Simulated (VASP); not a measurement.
Input:

```xyz
2
Lattice="0.0000 2.0578 2.0578 2.0578 0.0000 2.0578 2.0578 2.0578 0.0000" Properties=species:S:1:pos:R:3 pbc="T T T"
Mg     0.0000     0.0000     0.0000
O      2.0578     2.0578     2.0578
```

All values below come from PBE GGA with D3 dispersion (Becke-Johnson damping), VASP's PBE PAW potentials (set 64) (plane waves; VASP). Numerical set-up: 520 eV cut-off, 11×11×11 Γ-centred mesh, Gaussian smearing of 0.050 eV, potentials Mg O.

Task: The job: MgO (rock salt), 2 atoms, PBE-D3(BJ), static run, 520 eV, 11×11×11 Γ-centred mesh. Roughly how much core time does it take on a busy server core?

Result: About 6 core-seconds (one run on a shared machine, a rough figure). It had 56 irreducible k-points, 8 bands, up to 495 plane waves and 11 electronic steps.

The compound is MgO in the rock salt structure. This cell is one point of a volume scan, at 0.94 of the reference volume.
